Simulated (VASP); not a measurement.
Output of a VASP run:

OSZICAR:
```
       N       E                     dE             d eps       ncg     rms          rms(c)
DAV:   1     0.820179579061E+02    0.82018E+02   -0.66118E+03  4756   0.104E+03
DAV:   2    -0.184356430823E+02   -0.10045E+03   -0.90489E+02  5312   0.361E+02
DAV:   3    -0.238116942468E+02   -0.53761E+01   -0.49936E+01  5616   0.691E+01
DAV:   4    -0.239346425862E+02   -0.12295E+00   -0.12231E+00  5184   0.966E+00
DAV:   5    -0.239359798820E+02   -0.13373E-02   -0.13371E-02  5464   0.895E-01    0.224E+01
RMM:   6    -0.228023746326E+02    0.11336E+01   -0.10321E+00  4752   0.942E+00    0.890E+00
RMM:   7    -0.224884381505E+02    0.31394E+00   -0.15042E+00  4776   0.874E+00    0.341E-01
RMM:   8    -0.224935269793E+02   -0.50888E-02   -0.13365E-01  4782   0.494E+00    0.172E+00
RMM:   9    -0.224984167728E+02   -0.48898E-02   -0.52207E-02  4832   0.161E+00    0.374E-01
RMM:  10    -0.224940654728E+02    0.43513E-02   -0.22480E-02  4752   0.208E+00    0.125E-01
RMM:  11    -0.224939542129E+02    0.11126E-03   -0.14988E-03  4771   0.409E-01    0.296E-01
RMM:  12    -0.224939514083E+02    0.28046E-05   -0.41471E-04  4691   0.127E-01    0.161E-01
RMM:  13    -0.224939534100E+02   -0.20018E-05   -0.56454E-05  3773   0.682E-02
   1 F= -.22493953E+02 E0= -.22493808E+02  d E =-.224940E+02
```

File OUTCAR:
```
------------------------ aborting loop because EDIFF is reached ----------------------------------------
  FORCE on cell =-STRESS in cart. coord.  units (eV):
  Direction    XX          YY          ZZ          XY          YZ          ZX
  --------------------------------------------------------------------------------------
  Total       -0.0532680     -0.0532680      0.1192957      0.0000000     -0.0000000      0.0000000
  in kB       -2.9896531     -2.9896522      6.6954388      0.0000000     -0.0000000      0.0000000
  external PRESSURE =       0.2387112 kB  Pullay stress =       0.0000000 kB
  volume of cell :       28.55
      direct lattice vectors                 reciprocal lattice vectors
     2.755422257  0.000000000  0.000000000     0.362920782  0.209532443  0.000000000
    -1.377711128  2.386265310  0.000000000     0.000000000  0.419064886  0.000000000
     0.000000000  0.000000000  4.341597645     0.000000000  0.000000000  0.230329957
 POSITION                                       TOTAL-FORCE (eV/Angst)
 -----------------------------------------------------------------------------------
      1.37771      0.79542      3.25620         0.000000     -0.000000      0.000000
     -0.00000      1.59084      1.08540        -0.000000      0.000000      0.000000
 -----------------------------------------------------------------------------------
    total drift:                               -0.000021      0.000012     -0.000021
  FREE ENERGIE OF THE ION-ELECTRON SYSTEM (eV)
  ---------------------------------------------------
  free  energy   TOTEN  =       -22.4939534100 eV

  energy  without entropy=      -22.4935157371  energy(sigma->0) =      -22.49380752

 reached required accuracy - stopping structural energy minimisation
```
(Selected blocks of OUTCAR.)

POSCAR:
```
Os
1
    2.7554222566     0.0000000000     0.0000000000
   -1.3777111283     2.3862653102     0.0000000000
    0.0000000000     0.0000000000     4.3415976446
Os
2
Direct
  0.6666670000   0.3333330000   0.7500000000
  0.3333330000   0.6666670000   0.2500000000
```

### Question
Reconstruct the remaining input files.

### Answer
This is not unique; one that fits is the input of the run itself, PBE GGA, plane waves, VASP's PBE PAW potentials (set 64).

### INCAR
```
ALGO = Fast
EDIFF = 1E-5
EDIFFG = -0.03
ENCUT = 400
GGA = PE
IBRION = 2
ISIF = 2
ISMEAR = 1
LASPH = .True.
LCHARG = .False.
LMAXMIX = 6
LREAL = .False.
LWAVE = .False.
NELM = 100
NELMIN = 4
NSW = 20
PREC = Normal
SIGMA = 0.1
SYSTEM = Os
```

KPOINTS:
```
Automatic mesh
0
Gamma
17 17 10
0 0 0
```

POTCAR, in this order: Os (PBE.64 set). Program: vasp_std.

The compound is Os in the hcp structure. It was relaxed first.
